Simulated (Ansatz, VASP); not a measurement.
**Cross-check of W (W(111)) between VASP and Ansatz**

Wanted: the spread between two codes on one cell, functional and k mesh. The cell is taken from a series of runs on this material, whose earlier steps may have relaxed, scaled, displaced or heated it; both programs get it as it stands.

Main program and level: Ansatz 0.2.0; plane waves, with VASP 6.6.1 beside it; single point at PBE.

### Step 1. Set-up

The cell holds 11 atoms: 11 W. Its edges and angles: a = 4.469 Å, b = 4.469 Å, c = 27.122 Å, α = 90.0°, β = 90.0°, γ = 60.0°. Vacuum lies along c.

As a file:

```xyz
11
Lattice="4.4689 0.0000 0.0000 2.2345 3.8702 0.0000 0.0000 0.0000 27.1221" Properties=species:S:1:pos:R:3
W     4.4689    2.5801    9.0000
W     4.4689    0.0000    9.9122
W     2.2345    1.2901   10.8244
W     4.4689    2.5801   11.7366
W     4.4689    0.0000   12.6489
W     2.2345    1.2901   13.5611
W     4.4689    2.5801   14.4733
W     4.4689    0.0000   15.3855
W     2.2345    1.2901   16.2977
W     4.4689    2.5801   17.2099
W     4.4689    0.0000   18.1221
```

### Step 2. VASP: single point, PBE

A single point gives forces, pressure and levels at one fixed geometry, so differences don't come from the geometry; what else differs is listed under the comparison.

Lines of VASP's logs that name or quote its potential files are left out, and so is its time.

File INCAR:

```
SYSTEM = W
PREC = Accurate
ENCUT = 520
EDIFF = 1E-06
NELM = 120
ISMEAR = -1
SIGMA = 0.1
LREAL = .FALSE.
ALGO = Normal
GGA = PE
NBANDS = 44
LASPH = .TRUE.
LORBIT = 11
LWAVE = .FALSE.
LCHARG = .FALSE.
ISIF = 2
LDIPOL = .TRUE.
IDIPOL = 3
DIPOL = 0.5 0.5 0.5
LVHAR = .TRUE.
GGA_COMPAT = .FALSE.
NELMDL = -8
KPAR = 2
```

File POSCAR:

```
W
1.0
    4.4689148571      0.0000000000      0.0000000000
    2.2344574285      3.8701937936      0.0000000000
    0.0000000000      0.0000000000     27.1221342532
W
11
Direct
    0.6666666666      0.6666666667      0.3318322930
    1.0000000000      0.0000000001      0.3654658344
    0.3333333333      0.3333333334      0.3990993758
    0.6666666666      0.6666666667      0.4327329172
    1.0000000000      0.0000000001      0.4663664586
    0.3333333333      0.3333333334      0.5000000000
    0.6666666666      0.6666666667      0.5336335414
    1.0000000000      0.0000000001      0.5672670828
    0.3333333333      0.3333333334      0.6009006242
    0.6666666666      0.6666666667      0.6345341656
    1.0000000000      0.0000000001      0.6681677070
```

File KPOINTS:

```
Automatic mesh
0
Gamma
11 11 1
0 0 0
```

PAW data sets: W (PBE family, release 64).

On the command line:

```
$ mpirun -np 2 vasp_std
```

Numbers of over 12 decimals in the logs are rounded to 6 here.

Log:

```text
[banner, memory and clock lines left out]
running    2 mpi-ranks, on    1 nodes
 distrk:  each k-point on    1 cores,    2 groups
 distr:  one band on    1 cores,    1 groups

 POSCAR found type information on POSCAR W
 POSCAR found :  1 types and      11 ions
 LDA part: xc-table for (Slater+PW92), standard interpolation
 POSCAR, INCAR and KPOINTS ok, starting setup
 FFT: planning ... GRIDC
 FFT: planning ... GRID_SOFT
 FFT: planning ... GRID
 WAVECAR not read
 entering main loop
       N       E                     dE             d eps       ncg     rms          rms(c)
DAV:   1     0.339499830149E+03    0.33950E+03   -0.24441E+04  1408   0.119E+03
DAV:   2    -0.962921007770E+02   -0.43579E+03   -0.41097E+03  2008   0.258E+02
DAV:   3    -0.141428263687E+03   -0.45136E+02   -0.43385E+02  1756   0.792E+01
DAV:   4    -0.144655696400E+03   -0.32274E+01   -0.31696E+01  2304   0.183E+01
DAV:   5    -0.144755138642E+03   -0.99442E-01   -0.98770E-01  2224   0.351E+00
DAV:   6    -0.144759460545E+03   -0.43219E-02   -0.42993E-02  2440   0.595E-01
DAV:   7    -0.144759707088E+03   -0.24654E-03   -0.24530E-03  2248   0.122E-01
DAV:   8    -0.144759728187E+03   -0.21099E-04   -0.21015E-04  2400   0.271E-02    0.612E+01
DAV:   9    -0.143263574315E+03    0.14962E+01   -0.72452E+01  2392   0.255E+01    0.339E+01
DAV:  10    -0.179450197493E+03   -0.36187E+02   -0.43728E+02  2544   0.905E+01    0.238E+01
DAV:  11    -0.145527710506E+03    0.33922E+02   -0.22592E+02  2444   0.547E+01    0.219E+01
DAV:  12    -0.137262092207E+03    0.82656E+01   -0.33906E+01  2304   0.264E+01    0.116E+01
DAV:  13    -0.135711224515E+03    0.15509E+01   -0.76454E+00  2320   0.934E+00    0.729E+00
DAV:  14    -0.135398092741E+03    0.31313E+00   -0.53937E-01  2384   0.263E+00    0.564E+00
[...]
DAV:  26    -0.134717151216E+03   -0.70927E-04   -0.85431E-06  1552   0.813E-03    0.834E-03
DAV:  27    -0.134717172379E+03   -0.21163E-04   -0.70970E-06  1688   0.785E-03    0.424E-03
DAV:  28    -0.134717176594E+03   -0.42152E-05   -0.90480E-07  1248   0.456E-03    0.295E-03
DAV:  29    -0.134717179202E+03   -0.26086E-05   -0.37314E-07   992   0.255E-03    0.178E-03
DAV:  30    -0.134717187299E+03   -0.80968E-05   -0.30884E-06  1336   0.462E-03    0.443E-03
DAV:  31    -0.134717192224E+03   -0.49252E-05   -0.69652E-07  1088   0.473E-03    0.211E-03
DAV:  32    -0.134717193740E+03   -0.15161E-05   -0.29397E-07   936   0.173E-03    0.134E-03
DAV:  33    -0.134717194327E+03   -0.58621E-06   -0.12558E-07   976   0.147E-03
   1 F= -.13471719E+03 E0= -.13458543E+03  d E =-.263534E+00
```

From OUTCAR (step 2):

```text
ion  position               nearest neighbor table
   1  0.667  0.667  0.332-   2 2.74   2 2.74   4 2.74   2 2.74   3 3.16   3 3.16   3 3.16
   2  0.000  0.000  0.365-   3 2.74   1 2.74   1 2.74   5 2.74   3 2.74   3 2.74   1 2.74   4 3.16
                             4 3.16   4 3.16
   3  0.333  0.333  0.399-   2 2.74   4 2.74   6 2.74   4 2.74   2 2.74   4 2.74   2 2.74   5 3.16
                             1 3.16   1 3.16   5 3.16   1 3.16   5 3.16
   4  0.667  0.667  0.433-   3 2.74   5 2.74   5 2.74   1 2.74   7 2.74   3 2.74   3 2.74   5 2.74
                             6 3.16   2 3.16   2 3.16   6 3.16   6 3.16   2 3.16
   5  0.000  0.000  0.466-   6 2.74   4 2.74   4 2.74   2 2.74   8 2.74   6 2.74   6 2.74   4 2.74
                             3 3.16   7 3.16   7 3.16   3 3.16   3 3.16   7 3.16
   6  0.333  0.333  0.500-   5 2.74   7 2.74   3 2.74   9 2.74   7 2.74   5 2.74   7 2.74   5 2.74
                             8 3.16   4 3.16   4 3.16   8 3.16   4 3.16   8 3.16
   7  0.667  0.667  0.534-   6 2.74   8 2.74   8 2.74   4 2.74  10 2.74   6 2.74   6 2.74   8 2.74
                             9 3.16   5 3.16   5 3.16   9 3.16   9 3.16   5 3.16
   8  0.000  0.000  0.567-   9 2.74   7 2.74   7 2.74   5 2.74  11 2.74   9 2.74   9 2.74   7 2.74
                             6 3.16  10 3.16  10 3.16   6 3.16   6 3.16  10 3.16
   9  0.333  0.333  0.601-   8 2.74  10 2.74   6 2.74  10 2.74   8 2.74  10 2.74   8 2.74  11 3.16
                             7 3.16   7 3.16  11 3.16   7 3.16  11 3.16
  10  0.667  0.667  0.635-   9 2.74  11 2.74  11 2.74   7 2.74   9 2.74   9 2.74  11 2.74   8 3.16
                             8 3.16   8 3.16
  11  0.000  0.000  0.668-  10 2.74  10 2.74   8 2.74  10 2.74   9 3.16   9 3.16   9 3.16

  LATTYP: Found a hexagonal cell.
 ALAT       =     4.4689148571
 C/A-ratio  =     6.0690648895

 Subroutine GETGRP returns: Found 12 space group operations
 (whereof  6 operations were pure point group operations)

The static configuration has the point symmetry C_3v.
 The point group associated with its full space group is D_3d.

 Found     16 irreducible k-points:

   k-points           NKPTS =     16   k-points in BZ     NKDIM =     16   number of bands    NBANDS=     44

   dimension x,y,z NGX =    36 NGY =   36 NGZ =  210
   dimension x,y,z NGXF=    72 NGYF=   72 NGZF=  420

   ENCUT  =  520.0 eV  38.22 Ry    6.18 a.u.   8.31  8.31 50.43*2*pi/ulx,y,z

   NELECT =      66.0000    total number of electrons

 k-points in reciprocal lattice and weights: Automatic mesh
   0.00000000  0.00000000  0.00000000       0.008
   0.09090909 -0.00000000  0.00000000       0.050
   0.18181818  0.00000000  0.00000000       0.050
   0.27272727 -0.00000000  0.00000000       0.050
   0.36363636  0.00000000  0.00000000       0.050
   0.45454545  0.00000000  0.00000000       0.050
   0.18181818  0.09090909  0.00000000       0.050
   0.27272727  0.09090909  0.00000000       0.099
   0.36363636  0.09090909  0.00000000       0.099
[...]
-0.45454545  0.27272727  0.00000000       0.050
  -0.36363636  0.27272727  0.00000000       0.050

 dipolmoment           0.000000      0.000000      0.000000 electrons x Angstroem

 average (electrostatic) potential at core
       1 -45.2505       2 -45.0215       3 -45.3873       4 -45.2440       5 -45.3254
       6 -45.1781       7 -45.3254       8 -45.2440       9 -45.3873      10 -45.0215
      11 -45.2505

 E-fermi :   0.4048

 k-point     1 :       0.0000    0.0000    0.0000
  band No.  band energies     occupation
    ...
     29      -0.8159      1.99999
     30      -0.7250      1.99998
     31      -0.7250      1.99998
     32      -0.4295      1.99952
     33      -0.1990      1.99524
     34       0.5700      0.32163
     35       0.9668      0.00722
     36       1.9687      0.00000
     37       1.9687      0.00000
     38       1.9897      0.00000
    ...

 k-point     2 :       0.0909   -0.0000    0.0000
  band No.  band energies     occupation
    ...
     29      -0.7551      1.99998
     30      -0.6708      1.99996
     31      -0.6232      1.99993
     32      -0.3960      1.99933
     33      -0.1112      1.98858
     34       0.6089      0.22998
     35       0.9966      0.00537
     36       1.8720      0.00000
     37       1.8932      0.00000
     38       1.9232      0.00000
    ...

 k-point     3 :       0.1818    0.0000    0.0000
  band No.  band energies     occupation
    ...
     29      -0.5586      1.99987
     30      -0.4909      1.99974
     31      -0.3958      1.99933
     32      -0.1477      1.99206
     33       0.1238      1.88646
     34       0.7410      0.06703
     35       1.0256      0.00402
     36       1.4768      0.00004
     37       1.5605      0.00002
     38       1.7186      0.00000
    ...

  Total      -10.5959957    -10.5959957     -9.6174313      0.0000000      0.0000000      0.0000000
  in kB      -36.1904266    -36.1904266    -32.8481580      0.0000000      0.0000000      0.0000000
  external PRESSURE =     -35.0763371 kB  Pullay stress =       0.0000000 kB

  energy-cutoff  :      520.00
  volume of cell :      469.09
      direct lattice vectors                 reciprocal lattice vectors
     4.468914857  0.000000000  0.000000000     0.223767969 -0.129192497  0.000000000
     2.234457428  3.870193794  0.000000000     0.000000000  0.258384994  0.000000000
     0.000000000  0.000000000 27.122134253     0.000000000  0.000000000  0.036870255

 POSITION                                       TOTAL-FORCE (eV/Angst)
 -----------------------------------------------------------------------------------
      4.46891      2.58013      9.00000         0.000000     -0.000000      2.530793
      0.00000      0.00000      9.91221         0.000000     -0.000000     -0.024659
      2.23446      1.29006     10.82443        -0.000000     -0.000000     -1.432872
      4.46891      2.58013     11.73664        -0.000000      0.000000     -1.309080
      0.00000      0.00000     12.64885         0.000000     -0.000000     -0.423075
      2.23446      1.29006     13.56107        -0.000000     -0.000000      0.000000
      4.46891      2.58013     14.47328        -0.000000     -0.000000      0.423075
      0.00000      0.00000     15.38549         0.000000      0.000000      1.309080
      2.23446      1.29006     16.29771        -0.000000     -0.000000      1.432872
      4.46891      2.58013     17.20992        -0.000000      0.000000      0.024659
      0.00000      0.00000     18.12213        -0.000000      0.000000     -2.530793
 -----------------------------------------------------------------------------------
    total drift:                                0.000000     -0.000000      0.000000

  FREE ENERGIE OF THE ION-ELECTRON SYSTEM (eV)
  ---------------------------------------------------
  free  energy   TOTEN  =      -134.7171943266 eV

  energy  without entropy=     -134.4536598421  energy(sigma->0) =     -134.58542708

 vacuum level on the upper side and lower side of the slab         4.381         4.381

 total charge
# of ion       s       p       d       tot
------------------------------------------
    1        0.646   0.331   3.992   4.969
    2        0.699   0.611   4.086   5.396
    3        0.665   0.642   4.081   5.387
    4        0.677   0.705   4.180   5.561
    5        0.683   0.724   4.162   5.570
    6        0.676   0.721   4.194   5.592
    7        0.683   0.724   4.162   5.570
    8        0.677   0.705   4.180   5.561
    9        0.665   0.642   4.081   5.387
   10        0.699   0.611   4.086   5.396
   11        0.646   0.331   3.992   4.969
--------------------------------------------------
tot          7.416   6.749  45.194  59.359

[... 3 further parts left out ...]
```

(Continued in part 2 of 2.)

[Lines on the potential files, build, host, timing and source positions are cut from VASP's logs without a mark.]

[Logs are printed without paths, hosts, clocks, repeated set-up lines and the standing remarks that a program may print on its own settings, such as how far it seeks lower states.]

[Hosts, paths, dates, database ids (printed as entryN), source tags and the programs' standing remarks are cut or masked in the printed files.]
